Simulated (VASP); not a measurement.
Set up this calculation in VASP 6.6.1, as the native input.

```
Task                   : relaxation of cell and atoms
Functional             : PBE
Potentials or basis    : VASP PAW PBE potentials, release 64 (W_sv)
Cutoff                 : 350 eV
k mesh                 : 18 × 18 × 18
Occupations            : gaussian, width 0.1 eV
Spin                   : no spin polarisation
Further INCAR settings : ALGO = Fast; EDIFF = 1e-07; IBRION = 2; EDIFFG = -0.002; NSW = 80; ISIF = 3
```

The structure of W lies in POSCAR:

```
W
1.0
   -1.5823450000      1.5823450000      1.5823450000
    1.5823450000     -1.5823450000      1.5823450000
    1.5823450000      1.5823450000     -1.5823450000
W
1
Direct
    0.0000000000      0.0000000000      0.0000000000
```

One way to write it, as run:

INCAR

```
SYSTEM = W
ALGO = Fast ; EDIFF = 1E-7
EDIFFG = -0.002 ; ENCUT = 350
GGA = PE ; IBRION = 2
ISIF = 3 ; ISMEAR = 0
LASPH = .TRUE. ; LCHARG = .FALSE.
LREAL = .FALSE. ; LWAVE = .FALSE.
NELM = 100 ; NSW = 80
PREC = Accurate ; SIGMA = 0.1
```

KPOINTS

```
k-points
0
G
  18 18 18
  0 0 0
```

Potentials or basis: VASP PAW PBE potentials, release 64 (W_sv).

Launch:

```sh
$ cat potpaw_PBE.64/W_sv/POTCAR > POTCAR
$ mpirun -np 1 vasp_std > vasp.out
```

It gave:

| Item | Value |
| --- | --- |
| Relaxed volume | 16.14 Å³/atom |
| Relaxed cell | a = 2.757 Å, b = 2.757 Å, c = 2.757 Å, α = 109.47°, β = 109.47°, γ = 109.47° |
| Space group after relaxing (to 0.05 Å) | Im-3m (No. 229) |
| Energy gained by relaxing | 5.2 meV/atom |
| Ionic steps | 4 |
| Pressure after relaxing | 0.0 GPa |
| Band gap on the k mesh | none (metal or under the smearing width) |

Run time: 67 s on 1 thread of AMD EPYC 7R13 Processor (Zen 3), with other jobs on the host, peak memory 0.11 GiB.
